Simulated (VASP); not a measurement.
Here is the system:

```xyz
2
Lattice="0.0000 2.4870 2.4870 2.4870 0.0000 2.4870 2.4870 2.4870 0.0000" Properties=species:S:1:pos:R:3 pbc="T T T"
Sr     0.0000     0.0000     0.0000
O      2.4870     2.4870     2.4870
```

Method: LDA (Ceperley-Alder, Perdew-Zunger), VASP's LDA PAW potentials (set 64) (plane waves; VASP). Numerical set-up: 520 eV cut-off, 9×9×9 Γ-centred mesh, Gaussian smearing of 0.050 eV, potentials Sr_sv O.

**Question.** Give the stress tensor in GPa (positive for a compressed cell).

**Answer.** 
```
7.44  0.00  0.00
0.00  7.44  0.00
0.00  0.00  7.44
```
The pressure is its mean diagonal, 7.44 GPa.

The compound is SrO in the rock salt structure. This cell is one point of a volume scan, at 0.94 of the reference volume.
